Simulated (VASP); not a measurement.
Output of a VASP run:

### OSZICAR
```
...
       N       E                     dE             d eps       ncg     rms          rms(c)
DAV:   1    -0.169524881156E+02   -0.28311E+01   -0.61482E+01  2400   0.136E+02    0.209E+01
DAV:   2    -0.140557740957E+02    0.28967E+01   -0.98171E+00  2408   0.514E+01    0.419E+00
DAV:   3    -0.141033917101E+02   -0.47618E-01   -0.13499E-01  2400   0.490E+00    0.266E+00
DAV:   4    -0.140113019912E+02    0.92090E-01   -0.18331E-01  2400   0.511E+00    0.115E+00
DAV:   5    -0.140964257194E+02   -0.85124E-01   -0.11601E-01  2400   0.455E+00    0.515E-01
DAV:   6    -0.141050336973E+02   -0.86080E-02   -0.11371E-02  2400   0.154E+00    0.307E-02
DAV:   7    -0.141052002769E+02   -0.16658E-03   -0.73251E-04  2400   0.410E-01    0.152E-02
DAV:   8    -0.141052973516E+02   -0.97075E-04   -0.45339E-05  2402   0.108E-01    0.262E-02
DAV:   9    -0.141053336177E+02   -0.36266E-04   -0.21615E-05  2410   0.640E-02    0.436E-03
DAV:  10    -0.141053492126E+02   -0.15595E-04   -0.16634E-06  2156   0.194E-02    0.150E-03
DAV:  11    -0.141053429924E+02    0.62202E-05   -0.11516E-07  1200   0.576E-03    0.861E-04
DAV:  12    -0.141053464168E+02   -0.34244E-05   -0.43893E-08  1200   0.375E-03    0.950E-05
DAV:  13    -0.141053456572E+02    0.75962E-06   -0.58872E-09  1200   0.145E-03
   2 F= -.14105346E+02 E0= -.14105666E+02  d E =0.160095E-01
       N       E                     dE             d eps       ncg     rms          rms(c)
DAV:   1    -0.151255289096E+02   -0.10202E+01   -0.21526E+01  2400   0.860E+01    0.103E+01
DAV:   2    -0.141166913211E+02    0.10088E+01   -0.47341E+00  2412   0.309E+01    0.192E+00
DAV:   3    -0.141394219784E+02   -0.22731E-01   -0.49515E-02  2400   0.283E+00    0.881E-01
DAV:   4    -0.141100024691E+02    0.29420E-01   -0.61784E-02  2400   0.293E+00    0.332E-01
DAV:   5    -0.141408044610E+02   -0.30802E-01   -0.32283E-02  2400   0.231E+00    0.181E-01
DAV:   6    -0.141414914769E+02   -0.68702E-03   -0.15650E-03  2400   0.590E-01    0.485E-02
DAV:   7    -0.141420476494E+02   -0.55617E-03   -0.61344E-04  2400   0.368E-01    0.101E-02
DAV:   8    -0.141420259239E+02    0.21726E-04   -0.78612E-06  2412   0.392E-02    0.429E-03
DAV:   9    -0.141420333578E+02   -0.74339E-05   -0.23248E-06  2364   0.200E-02    0.228E-03
DAV:  10    -0.141420174727E+02    0.15885E-04   -0.36163E-07  1206   0.103E-02    0.650E-04
DAV:  11    -0.141420220892E+02   -0.46164E-05   -0.24391E-08  1202   0.237E-03    0.124E-04
DAV:  12    -0.141420205145E+02    0.15746E-05   -0.40987E-09  1206   0.102E-03    0.133E-04
DAV:  13    -0.141420208720E+02   -0.35749E-06   -0.29960E-09  1202   0.889E-04
   3 F= -.14142021E+02 E0= -.14142007E+02  d E =-.206657E-01
       N       E                     dE             d eps       ncg     rms          rms(c)
DAV:   1    -0.141422605813E+02   -0.24007E-03   -0.50204E-03  2400   0.128E+00    0.170E-01
DAV:   2    -0.141420153834E+02    0.24520E-03   -0.10586E-03  2408   0.482E-01    0.358E-02
DAV:   3    -0.141420230589E+02   -0.76755E-05   -0.10000E-05  2400   0.406E-02    0.173E-02
DAV:   4    -0.141420188007E+02    0.42582E-05   -0.14734E-05  2400   0.444E-02    0.624E-03
DAV:   5    -0.141420229652E+02   -0.41645E-05   -0.78182E-06  2400   0.354E-02    0.302E-03
DAV:   6    -0.141420263902E+02   -0.34249E-05   -0.52955E-07  1200   0.110E-02    0.119E-03
DAV:   7    -0.141420238593E+02    0.25308E-05   -0.16036E-07  1200   0.658E-03    0.268E-04
DAV:   8    -0.141420241972E+02   -0.33788E-06   -0.44712E-09  1200   0.115E-03
   4 F= -.14142024E+02 E0= -.14142017E+02  d E =-.206690E-01
```

OUTCAR:
```
------------------------ aborting loop because EDIFF is reached ----------------------------------------
  FORCE on cell =-STRESS in cart. coord.  units (eV):
  Direction    XX          YY          ZZ          XY          YZ          ZX
  --------------------------------------------------------------------------------------
  Total        0.0039947      0.0039947      0.0039947      0.0000000     -0.0000000     -0.0000000
  in kB        0.4845967      0.4845967      0.4845967      0.0000000     -0.0000000     -0.0000000
  external PRESSURE =       0.4845967 kB  Pullay stress =       0.0000000 kB
  volume of cell :       13.21
      direct lattice vectors                 reciprocal lattice vectors
    -1.489085650  1.489085650  1.489085650     0.000000000  0.335776522  0.335776522
     1.489085650 -1.489085650  1.489085650     0.335776522  0.000000000  0.335776522
     1.489085650  1.489085650 -1.489085650     0.335776522  0.335776522  0.000000000
 POSITION                                       TOTAL-FORCE (eV/Angst)
 -----------------------------------------------------------------------------------
     -1.48909      1.48909      1.48909        -0.000000      0.000000      0.000000
 -----------------------------------------------------------------------------------
    total drift:                                0.000000      0.000000     -0.000000
  FREE ENERGIE OF THE ION-ELECTRON SYSTEM (eV)
  ---------------------------------------------------
  free  energy   TOTEN  =       -14.1420241972 eV

  energy  without entropy=      -14.1420028743  energy(sigma->0) =      -14.14201709

 reached required accuracy - stopping structural energy minimisation
```
(Selected blocks of OUTCAR.)

### POSCAR
```
V
1
   -1.5150000000     1.5150000000     1.5150000000
    1.5150000000    -1.5150000000     1.5150000000
    1.5150000000     1.5150000000    -1.5150000000
V
1
Direct
  0.0000000000   0.0000000000   0.0000000000
```

Task: Reconstruct the remaining input files.

Result: This is not unique; one that fits is the input of the run itself, r2SCAN meta-GGA, plane waves, VASP's PBE PAW potentials (set 64).

File KPOINTS:
```
Automatic mesh
0
Gamma
15 15 15
0 0 0
```

### INCAR
```
EDIFFG = -0.01   ! ionic stop
ISMEAR = 1   ! Methfessel-Paxton
METAGGA = R2SCAN
LWAVE = .FALSE.
IBRION = 2   ! conjugate gradients
ISIF = 3
ENCUT = 400
SYSTEM = V
LMIXTAU = .TRUE.
NSW = 60
SIGMA = 0.1   ! width (eV)
ALGO = Normal   ! blocked Davidson
LREAL = .FALSE.   ! projection in real space or not
LCHARG = .FALSE.
LMAXMIX = 4   ! l cut-off of mixed one-centre charges
EDIFF = 1E-6
NELM = 100   ! most electronic steps
LASPH = .TRUE.
PREC = Accurate
```

POTCAR, in this order: V_sv (PBE.64 set). Program: vasp_std.

Energy and stress use the plane-wave basis of the starting cell.

The compound is V in the bcc structure. This run relaxes it. Symmetry was kept, so distortions that lower it aren't found. The run is not spin-polarised, so no magnetic state was tried.
